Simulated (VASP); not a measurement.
# SrVO$_{3}$ (space group Pm-3m): computed properties

These are PBEsol GGA, VASP's PBE PAW potentials (set 64) (plane waves; VASP 6.6.1) values and carry that method's errors.

| Item | Value |
|---|---|
| space group | Pm-3m (221) |
| cell | a = b = c = 3.815 Å, α = β = γ = 90.00° |
| volume per atom | 11.10 Å^3/atom |
| band gap (over mesh and band path) | none (metal, semimetal or under 0.01 eV) |
| cell moment | 0.00 μB |
| density | 5.58 g/cm³ |

```xyz
5
Lattice="3.8146 0.0000 0.0000 0.0000 3.8146 0.0000 0.0000 0.0000 3.8146" Properties=species:S:1:pos:R:3 pbc="T T T"
Sr     0.0000     0.0000     0.0000
V      1.9073     1.9073     1.9073
O      1.9073     0.0000     1.9073
O      0.0000     1.9073     1.9073
O      1.9073     1.9073     0.0000
```
Starting moments (μB, in the order of the record's atoms Sr V O O O): 0.0 -0.1 0.0 0.0 0.0.

The structure comes from a measured SrVO3 entry (Pm-3m) of the Crystallography Open Database, whose conditions weren't checked. It was relaxed first. Symmetry was kept, so distortions that lower it aren't found.
